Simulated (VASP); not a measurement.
Given:

```xyz
1
Lattice="-1.5767 1.5767 1.5767 1.5767 -1.5767 1.5767 1.5767 1.5767 -1.5767" Properties=species:S:1:pos:R:3 pbc="T T T"
Mo     0.0000     0.0000     0.0000
```

Calculation: TPSS meta-GGA, VASP's PBE PAW potentials (set 64) (plane waves; VASP). Run with 520 eV cut-off, 16×16×16 Γ-centred mesh, first-order Methfessel-Paxton smearing of 0.10 eV, potentials Mo_sv.

Question: Estimate the energy per atom (σ→0), band gap (on the k-mesh) with the smallest direct gap where there is one.

Answer: 
```json
{
  "band gap (on the k-mesh)": "none (metal, semimetal or under 0.01 eV)",
  "energy per atom (σ→0)": "-19.628 eV/atom"
}
```

Only differences to runs with the same potentials and settings are physical.

The compound is Mo in the bcc structure. It was relaxed first.
